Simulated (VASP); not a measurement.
**Which face does V expose?**

Aim: compare the low-index faces of V at one level of theory.

Program: VASP 6.6.1. Level of theory: PBEsol, no spin polarisation; plane waves and PAW (V). Results are calculated unless marked as measured.

Most raw output is cut from this account.

### Step 1. Starting point

It takes space group Im-3m (No. 229, cubic). Conventional cell: a = 3.020 Å, b = 3.020 Å, c = 3.020 Å, α = 90.00°, β = 90.00°, γ = 90.00°. Nearest to V lie 8 V at 2.62 Å.

Structure file:

```xyz
1
Lattice="-1.5100 1.5100 1.5100 1.5100 -1.5100 1.5100 1.5100 1.5100 -1.5100" Properties=species:S:1:pos:R:3 pbc="T T T"
V     0.0000    0.0000    0.0000
```

### Step 2. The bulk reference, job relaxation, k-mesh 18×18×18

The bulk crystal is relaxed first, so that the slabs are cut at this functional's lattice.

Input file INCAR:

```
SYSTEM = V
PREC = Accurate
ENCUT = 420
EDIFF = 1E-06
NELM = 120
ISMEAR = 1
SIGMA = 0.15
LREAL = .FALSE.
ALGO = Normal
GGA = PS
NBANDS = 8
LASPH = .TRUE.
LORBIT = 11
LWAVE = .FALSE.
LCHARG = .FALSE.
KPAR = 4
IBRION = 2
NSW = 30
ISIF = 3
EDIFFG = -0.01
POTIM = 0.4
```

Input file POSCAR:

```
V
1.0
   -1.5100000000      1.5100000000      1.5100000000
    1.5100000000     -1.5100000000      1.5100000000
    1.5100000000      1.5100000000     -1.5100000000
V
1
Direct
    0.0000000000      0.0000000000      0.0000000000
```

Input file KPOINTS:

```
Automatic mesh
0
Gamma
18 18 18
0 0 0
```

PAW data sets: V (PBE family, release 64).

Run with:

```
$ mpirun -np 4 vasp_std
```

Elapsed: 13 s, on 4 MPI ranks of AMD EPYC 7R43, shared host; peak memory 0.45 GiB.

Its electron count is odd, so without a moment it is a metal by construction. The PAW data sets were made with PBE, which is usual practice but a small mismatch for other functionals. The data set V keeps the semicore shell frozen, which is cheaper and a little less accurate. The run keeps the 48 symmetry operations of its start, so it cannot find a distortion of lower symmetry.

Relaxation path:

| step | energy less that of the first step (eV) | largest force (eV/Å) | pressure (GPa) | volume (Å³) |
| --- | --- | --- | --- | --- |
| 1 | 0.0000 | 0.0000 | -13.66 | 13.77 |
| 2 | -0.0152 | 0.0000 | 14.09 | 11.98 |
| 3 | -0.0469 | 0.0000 | -0.10 | 12.75 |

| conventional cell, symmetrised | before | after | change |
| --- | --- | --- | --- |
| a (Å) | 3.020 | 2.943 | -2.5 % |
| b (Å) | 3.020 | 2.943 | -2.5 % |
| c (Å) | 3.020 | 2.943 | -2.5 % |
| volume (Å³/atom) | 13.77 | 12.75 | -7.4 % |

Final coordinates:

```xyz
1
Lattice="-1.4716 1.4716 1.4716 1.4716 -1.4716 1.4716 1.4716 1.4716 -1.4716" Properties=species:S:1:pos:R:3 pbc="T T T"
V     0.0000    0.0000    0.0000
```

This step gave:

```
electronic cycles       : 25
electrons               : 5
free energy (TOTEN)     : -9.607 eV
energy at zero smearing : -9.607 eV
Fermi energy            : 6.524 eV
metallic                : yes
```

The run ended after 3 ionic steps, 0.047 eV below its first step, once forces and stress met EDIFFG = -0.01.

Energy at zero smearing: -9.60733 eV.

### Step 3. The bulk reference, job self-consistent run, k-mesh 22×22×22

Input file INCAR:

```
SYSTEM = V
PREC = Normal
ENCUT = 320
EDIFF = 1E-06
NELM = 120
ISMEAR = 1
SIGMA = 0.15
LREAL = .FALSE.
ALGO = Fast
GGA = PS
NBANDS = 8
LASPH = .TRUE.
LORBIT = 11
LWAVE = .FALSE.
LCHARG = .FALSE.
KPAR = 4
```

Input file POSCAR:

```
V
1.0
   -1.4715763576      1.4715763576      1.4715763576
    1.4715763576     -1.4715763576      1.4715763576
    1.4715763576      1.4715763576     -1.4715763576
V
1
Direct
    0.0000000000      0.0000000000      0.0000000000
```

Input file KPOINTS:

```
Automatic mesh
0
Gamma
22 22 22
0 0 0
```

Run with:

```
$ mpirun -np 4 vasp_std
```

The job ended after 7.2 s (4 MPI ranks; peak memory 0.35 GiB).

This step gave:

* electronic cycles: 14
* free energy (TOTEN): -9.606 eV
* Fermi energy: 6.532 eV

Energy at zero smearing: -9.60623 eV.

The run ends at a pressure of -0.10 GPa.

### Step 4. Relaxing the slab, 7 atoms, face V(110)

System of this step: V(110). The cell holds 7 atoms: 7 V. Its edges and angles: a = 2.943 Å, b = 2.549 Å, c = 27.487 Å, α = 90.0°, β = 90.0°, γ = 54.7°. It derives from V. 7 layers of bcc V, cut at this functional's lattice. Vacuum lies along c.

All atoms relax at the fixed cell.

Input file INCAR:

```
SYSTEM = V
PREC = Normal
ENCUT = 320
EDIFF = 1E-05
NELM = 120
ISMEAR = 1
SIGMA = 0.15
LREAL = .FALSE.
ALGO = Fast
GGA = PS
NBANDS = 24
LASPH = .TRUE.
LORBIT = 11
LWAVE = .FALSE.
LCHARG = .FALSE.
KPAR = 4
IBRION = 2
NSW = 40
ISIF = 2
EDIFFG = -0.03
POTIM = 0.4
MAXMIX = 40
```

Input file POSCAR:

```
V
1.0
    2.9431527152      0.0000000000      0.0000000000
    1.4715763576      2.0811232430      0.0000000000
    0.0000000000      0.0000000000     27.4867394579
V
7
Direct
    0.0000000000      0.0000000000      0.2728588500
    0.5000000000      0.0000000000      0.3485725600
    0.0000000000      0.0000000000      0.4242862800
    0.5000000000      0.0000000000      0.5000000000
    0.0000000000      0.0000000000      0.5757137200
    0.5000000000      0.0000000000      0.6514274400
    0.0000000000      0.0000000000      0.7271411500
```

Input file KPOINTS:

```
Automatic mesh
0
Gamma
14 14 1
0 0 0
```

Run with:

```
$ mpirun -np 4 vasp_std
```

Wall time 3.5 min (4 MPI ranks); peak memory 0.75 GiB.

The run keeps the 8 symmetry operations of its start, so it cannot find a distortion of lower symmetry.

Step by step:

| step | energy less that of the first step (eV) | largest force (eV/Å) |
| --- | --- | --- |
| 1 | 0.0000 | 0.4275 |
| 2 | -0.0479 | 0.3489 |
| 3 | -0.0726 | 0.1308 |
| 4 | -0.0729 | 0.0870 |
| 5 | -0.0747 | 0.0748 |
| 6 | -0.0764 | 0.0496 |
| 7 | -0.0771 | 0.0380 |
| 8 | -0.0787 | 0.0306 |
| 9 | -0.0802 | 0.0359 |
| 10 | -0.0805 | 0.0347 |
| 11 | -0.0806 | 0.0105 |

The atoms that moved most (Å):

| atom | dx | dy | dz | length |
| --- | --- | --- | --- | --- |
| V7 | 0.000 | 0.000 | -0.121 | 0.121 |
| V1 | 0.000 | 0.000 | 0.121 | 0.121 |
| V5 | 0.000 | 0.000 | -0.007 | 0.007 |
| V3 | 0.000 | 0.000 | 0.007 | 0.007 |

Final coordinates:

```cif
data_structure
_symmetry_space_group_name_H-M 'P 1'
_symmetry_Int_Tables_number 1
_cell_length_a 2.9432
_cell_length_b 2.5488
_cell_length_c 27.4867
_cell_angle_alpha 90.000
_cell_angle_beta 90.000
_cell_angle_gamma 54.736
_cell_volume 168.36
loop_
_atom_site_label
_atom_site_type_symbol
_atom_site_fract_x
_atom_site_fract_y
_atom_site_fract_z
_atom_site_occupancy
V1 V 0.00000 0.00000 0.27727 1
V2 V 0.50000 0.00000 0.34863 1
V3 V 0.00000 0.00000 0.42453 1
V4 V 0.50000 0.00000 0.50000 1
V5 V 0.00000 0.00000 0.57547 1
V6 V 0.50000 0.00000 0.65137 1
V7 V 0.00000 0.00000 0.72273 1
```

This step gave:

| Quantity | Value |
| --- | --- |
| electronic cycles | 113 |
| electrons | 35 |
| free energy (TOTEN) | -65.2189 eV |
| Fermi energy | 1.322 eV |

The run ended after 11 ionic steps, 0.081 eV below its first step, once the forces on the free atoms met EDIFFG = -0.03.

### Step 5. Potential and states of the slab, 7 atoms, face V(110)

A static run writes the electrostatic potential without exchange and correlation (LVHAR), which is flat in the vacuum and gives the level to count from. The dipole correction cancels the field that unlike faces would set up across the vacuum.

Input file INCAR:

```
SYSTEM = V
PREC = Normal
ENCUT = 320
EDIFF = 1E-06
NELM = 120
ISMEAR = 1
SIGMA = 0.15
LREAL = .FALSE.
ALGO = Fast
GGA = PS
NBANDS = 24
LASPH = .TRUE.
LORBIT = 11
LWAVE = .FALSE.
LCHARG = .TRUE.
KPAR = 4
IDIPOL = 3
LDIPOL = .TRUE.
DIPOL = 0.5 0.5 0.5
LVHAR = .TRUE.
LVACPOTAV = .TRUE.
NEDOS = 1500
```

Input file POSCAR:

```
V
1.0
    2.9431527152      0.0000000000      0.0000000000
    1.4715763576      2.0811232430      0.0000000000
    0.0000000000      0.0000000000     27.4867394579
V
7
Direct
    0.0000000000      0.0000000000      0.2772668887
    0.5000000000      0.0000000000      0.3486254653
    0.0000000000      0.0000000000      0.4245303591
    0.5000000000      0.0000000000      0.5000000000
    0.0000000000      0.0000000000      0.5754696409
    0.5000000000      0.0000000000      0.6513745347
    0.0000000000      0.0000000000      0.7227331113
```

KPOINTS is that of step 4.

Run with:

```
$ mpirun -np 4 vasp_std
```

Wall time 1.7 min (4 MPI ranks); peak memory 0.71 GiB.

Numbers from this step:

- electronic cycles: 39
- free energy (TOTEN): -65.1783 eV
- Fermi energy: 1.338 eV
- dipole moment: 0, 0, 0 e·Å
- vacuum levels: 6.197, 6.197 eV
- work functions of the upper and lower face: 4.859, 4.859 eV

The planar average of the electrostatic potential oscillates, so the rows of the table below give means over windows of 2.06 Å about each position, cut where the curve ends. Its maxima inside the range that stand out by 2 % of the span (Å: eV): 8.6: -2.74, 10.7: -1.54, 12.7: -1.65, 14.8: -1.65, 16.8: -1.54, 18.9: -2.74. Its minima: 7.6: -11.4, 9.6: -11.3, 11.7: -11.2, 13.7: -11.3, 15.8: -11.2, 17.9: -11.3, 19.9: -11.4.

Zero at the Fermi level. Planar average of the electrostatic potential against height; means over each step:

height (Å), planar average of the electrostatic potential (eV) and a bar from the least value:
```
     1.03        4.9 ##############################
     3.09        4.9 ##############################
     5.15        4.4 #############################
     7.21       -5.8 ###
     9.27       -7.0 
    11.33       -6.5 ##
    13.39       -6.6 #
    15.45       -6.6 #
    17.51       -6.6 #
    19.57       -7.1 
    21.63        2.8 #########################
    23.69        4.8 ##############################
    25.75        4.9 ##############################
```

Density of states in the PAW spheres, an atom over height of the layer and energy from the Fermi level.

Ten even steps from '0' (0.00 states/eV) to '9' (2.27 states/eV), each cell a mean:
```
5333335
6566656
9688869
7677767
8988898
4443444
3333333
5656565
4644464
2433342
1222221
0000000
0000000
0000000
0000000
0000000
0000000
0000000
0000000
0000000
0000000
0000000
```
Columns: height of the layer (Å) from 7.6 to 19.9; rows upwards: energy from the Fermi level (eV) from -7.9 to 0.5.

Valence density in the ca plane at fractional y = 0.000, with atoms of V within 0.2 Å of it. It is the smooth field of the valence electrons, not physical close to the nuclei.

Values in e/Å³, 5 rows by 16 columns, each cell a mean:
```
0.3 0.3 0.8 0.9 0.3 0.3 0.6 1.0 0.3 0.3 0.6 1.1 0.1 0.0 0.0 0.0
0.8 0.7 0.3 0.3 0.6 0.8 0.3 0.3 0.5 0.9 0.3 0.3 0.1 0.0 0.0 0.0
1.3 1.0 0.3 0.3 1.0 1.3 0.3 0.3 0.7 1.5 0.3 0.2 0.1 0.0 0.0 0.0
0.5 0.5 0.4 0.4 0.4 0.5 0.4 0.4 0.4 0.6 0.4 0.4 0.1 0.0 0.0 0.0
0.3 0.3 1.0 1.1 0.3 0.3 0.8 1.3 0.3 0.3 0.7 1.5 0.1 0.0 0.0 0.0
```
Columns run along c (16.0 Å, from fractional 0.32 to 0.90 of the cell), rows up along a (2.9 Å). Atoms in or near the plane, at fractional coordinates: V at (0.35, 0.50), V at (0.42, 0.00), V at (0.50, 0.50), V at (0.58, 0.00), V at (0.65, 0.50), V at (0.72, 0.00).

This run ends 0.040 eV above the last step of the relaxation at the same geometry, so it did not reach the same electronic state, and its levels are doubtful.

The map of layer states is cut here 0.5 eV above the Fermi level, so it leaves out the states above that.

The vacuum level lies 4.86 eV above the Fermi level at the upper face; both faces agree, as the slab has next to no dipole.

The program found no field-free point at its default tolerance, but its printed level agrees with the flat part of the planar average.

On this mesh the fine structure of the density of states is sampling noise, and high empty states may be cut by the number of bands.

### Step 6. Surface relaxation, 9 atoms, face V(100)

System of this step: V(100). The cell holds 9 atoms: 9 V. Its edges and angles: a = 2.943 Å, b = 2.943 Å, c = 26.773 Å, α = 90.0°, β = 90.0°, γ = 90.0°. It derives from V. 9 layers of bcc V, cut at this functional's lattice. Vacuum lies along c.

Input file INCAR:

```
SYSTEM = V
PREC = Normal
ENCUT = 320
EDIFF = 1E-05
NELM = 120
ISMEAR = 1
SIGMA = 0.15
LREAL = .FALSE.
ALGO = Fast
GGA = PS
NBANDS = 31
LASPH = .TRUE.
LORBIT = 11
LWAVE = .FALSE.
LCHARG = .FALSE.
KPAR = 4
IBRION = 2
NSW = 40
ISIF = 2
EDIFFG = -0.03
POTIM = 0.4
MAXMIX = 40
```

Input file POSCAR:

```
V
1.0
    2.9431527152      0.0000000000      0.0000000000
    0.0000000000      2.9431527152      0.0000000000
    0.0000000000      0.0000000000     26.7726108608
V
9
Direct
    0.0000000000      0.0000000000      0.2801370400
    0.5000000000      0.5000000000      0.3351027800
    0.0000000000      0.0000000000      0.3900685200
    0.5000000000      0.5000000000      0.4450342600
    0.0000000000      0.0000000000      0.5000000000
    0.5000000000      0.5000000000      0.5549657400
    0.0000000000      0.0000000000      0.6099314800
    0.5000000000      0.5000000000      0.6648972200
    0.0000000000      0.0000000000      0.7198629600
```

Input file KPOINTS:

```
Automatic mesh
0
Gamma
10 10 1
0 0 0
```

Run with:

```
$ mpirun -np 4 vasp_std
```

Elapsed: 3.7 min, on 4 MPI ranks; peak memory 0.64 GiB; 15 min of CPU time.

The run keeps the 16 symmetry operations of its start, so it cannot find a distortion of lower symmetry.

Step by step:

| step | energy less that of the first step (eV) | largest force (eV/Å) |
| --- | --- | --- |
| 1 | 0.0000 | 1.1202 |
| 2 | -0.1417 | 0.7870 |
| 3 | -0.2241 | 0.2252 |
| 4 | -0.2250 | 0.2477 |
| 5 | -0.2366 | 0.1499 |
| 6 | -0.2405 | 0.0739 |
| 7 | -0.2416 | 0.0505 |
| 8 | -0.2430 | 0.1055 |
| 9 | -0.2437 | 0.0953 |
| 10 | -0.2453 | 0.0745 |
| 11 | -0.2464 | 0.0545 |
| 12 | -0.2464 | 0.0471 |
| 13 | -0.2464 | 0.0529 |
| 14 | -0.2464 | 0.0478 |
| 15 | -0.2468 | 0.0173 |

The atoms that moved most (Å):

| atom | dx | dy | dz | length |
| --- | --- | --- | --- | --- |
| V1 | 0.000 | 0.000 | 0.167 | 0.167 |
| V9 | 0.000 | 0.000 | -0.167 | 0.167 |
| V8 | 0.000 | 0.000 | 0.026 | 0.026 |
| V2 | 0.000 | 0.000 | -0.026 | 0.026 |
| V7 | 0.000 | 0.000 | 0.025 | 0.025 |
| V3 | 0.000 | 0.000 | -0.025 | 0.025 |
| V6 | 0.000 | 0.000 | -0.018 | 0.018 |
| V4 | 0.000 | 0.000 | 0.018 | 0.018 |

Final coordinates:

```cif
data_structure
_symmetry_space_group_name_H-M 'P 1'
_symmetry_Int_Tables_number 1
_cell_length_a 2.9432
_cell_length_b 2.9432
_cell_length_c 26.7726
_cell_angle_alpha 90.000
_cell_angle_beta 90.000
_cell_angle_gamma 90.000
_cell_volume 231.91
loop_
_atom_site_label
_atom_site_type_symbol
_atom_site_fract_x
_atom_site_fract_y
_atom_site_fract_z
_atom_site_occupancy
V1 V 0.00000 0.00000 0.28638 1
V2 V 0.50000 0.50000 0.33415 1
V3 V 0.00000 0.00000 0.38915 1
V4 V 0.50000 0.50000 0.44572 1
V5 V 0.00000 0.00000 0.50000 1
V6 V 0.50000 0.50000 0.55428 1
V7 V 0.00000 0.00000 0.61085 1
V8 V 0.50000 0.50000 0.66585 1
V9 V 0.00000 0.00000 0.71362 1
```

This step gave:

```yaml
electronic_cycles: 132
electrons: 45
free_energy_toten: -83.5881 eV
energy_at_zero_smearing: -83.5869 eV
fermi_energy: 1.464 eV
```

The run ended after 15 ionic steps, 0.247 eV below its first step, once the forces on the free atoms met EDIFFG = -0.03.

### Step 7. Vacuum level and density of states, 9 atoms, face V(100)

Input file INCAR:

```
SYSTEM = V
PREC = Normal
ENCUT = 320
EDIFF = 1E-06
NELM = 120
ISMEAR = 1
SIGMA = 0.15
LREAL = .FALSE.
ALGO = Fast
GGA = PS
NBANDS = 31
LASPH = .TRUE.
LORBIT = 11
LWAVE = .FALSE.
LCHARG = .TRUE.
KPAR = 4
IDIPOL = 3
LDIPOL = .TRUE.
DIPOL = 0.5 0.5 0.5
LVHAR = .TRUE.
LVACPOTAV = .TRUE.
NEDOS = 1500
```

Input file POSCAR:

```
V
1.0
    2.9431527152      0.0000000000      0.0000000000
    0.0000000000      2.9431527152      0.0000000000
    0.0000000000      0.0000000000     26.7726108608
V
9
Direct
    0.0000000000      0.0000000000      0.2863787560
    0.5000000000      0.5000000000      0.3341486505
    0.0000000000      0.0000000000      0.3891495472
    0.5000000000      0.5000000000      0.4457156712
    0.0000000000      0.0000000000      0.5000000000
    0.5000000000      0.5000000000      0.5542843288
    0.0000000000      0.0000000000      0.6108504528
    0.5000000000      0.5000000000      0.6658513495
    0.0000000000      0.0000000000      0.7136212440
```

KPOINTS is that of step 6.

Run with:

```
$ mpirun -np 4 vasp_std
```

Wall time 81 s (4 MPI ranks); peak memory 0.64 GiB.

Numbers from this step:

| Quantity | Value |
| --- | --- |
| electronic cycles | 38 |
| free energy (TOTEN) | -83.5745 eV |
| energy at zero smearing | -83.5732 eV |
| Fermi energy | 1.478 eV |
| vacuum levels | 5.278, 5.278 eV |
| work functions of the upper and lower face | 3.8, 3.8 eV |

The planar average of the electrostatic potential oscillates, so the rows of the table below give means over windows of 1.45 Å about each position, cut where the curve ends. Its maxima inside the range that stand out by 2 % of the span (Å: eV): 9.7: -5.73, 11.2: -5.25, 12.7: -5.84, 14.1: -5.84, 15.6: -5.25, 17.1: -5.73. Its minima: 7.9: -8.25, 10.4: -7.52, 11.9: -7.46, 13.4: -7.40, 14.8: -7.46, 16.4: -7.52, 18.9: -8.25.

Zero at the Fermi level. Planar average of the electrostatic potential against height; means over each step:

height (Å), planar average of the electrostatic potential (eV) and a bar from the least value:
```
     0.72       3.80 ##############################
     2.17       3.80 ##############################
     3.62       3.80 ##############################
     5.07       3.63 ##############################
     6.52       0.32 #####################
     7.97      -7.70 
     9.42      -6.71 ###
    10.87      -6.34 ####
    12.32      -6.60 ###
    13.77      -6.59 ###
    15.22      -6.34 ####
    16.67      -6.58 ###
    18.12      -7.71 
    19.57      -4.29 #########
    21.02       3.08 ############################
    22.47       3.77 ##############################
    23.92       3.80 ##############################
    25.37       3.80 ##############################
```

Density of states in the PAW spheres, an atom over height of the layer and energy from the Fermi level.

Values in states/eV, 22 rows by 9 columns, each cell a mean:
```
2.67 0.79 0.88 0.91 0.62 0.91 0.88 0.79 2.67
1.03 0.81 1.12 1.45 1.37 1.45 1.12 0.81 1.03
1.52 1.24 1.64 2.07 2.17 2.07 1.64 1.24 1.52
1.73 1.45 1.69 1.67 1.78 1.67 1.69 1.45 1.73
1.78 2.15 1.82 1.75 1.86 1.75 1.82 2.15 1.78
1.55 1.57 1.21 1.09 0.85 1.09 1.21 1.57 1.55
0.93 1.10 0.83 0.74 0.80 0.74 0.83 1.10 0.93
1.15 1.33 1.21 1.27 1.32 1.27 1.21 1.33 1.15
1.15 1.48 1.29 1.13 1.12 1.13 1.29 1.48 1.15
0.59 0.94 0.95 0.82 0.81 0.82 0.95 0.94 0.59
0.28 0.48 0.49 0.46 0.43 0.46 0.49 0.48 0.28
0.16 0.23 0.22 0.21 0.20 0.21 0.22 0.23 0.16
0.12 0.20 0.18 0.16 0.17 0.16 0.18 0.20 0.12
0.08 0.13 0.13 0.14 0.16 0.14 0.13 0.13 0.08
0.08 0.13 0.12 0.09 0.08 0.09 0.12 0.13 0.08
0.04 0.08 0.10 0.09 0.08 0.09 0.10 0.08 0.04
0.03 0.07 0.07 0.06 0.05 0.06 0.07 0.07 0.03
0.01 0.03 0.05 0.06 0.06 0.06 0.05 0.03 0.01
0.00 0.00 0.01 0.01 0.01 0.01 0.01 0.00 0.00
0.00 0.00 0.00 0.00 0.00 0.00 0.00 0.00 0.00
0.00 0.00 0.00 0.00 0.00 0.00 0.00 0.00 0.00
0.00 0.00 0.00 0.00 0.00 0.00 0.00 0.00 0.00
```
Columns: height of the layer (Å) from 7.7 to 19.1 (not evenly spaced); rows upwards: energy from the Fermi level (eV) from -7.9 to 0.5.

(Part 1 of 2 ends here.)

[Lines on the potential files, build, host, timing and source positions are cut from VASP's logs without a mark.]

[Logs are printed without paths, hosts, clocks, repeated set-up lines and the standing remarks that a program may print on its own settings, such as how far it seeks lower states.]

[Hosts, paths, dates, database ids (printed as entryN), source tags and the programs' standing remarks are cut or masked in the printed files.]

[Runs that stopped without an error message from VASP are left out.]
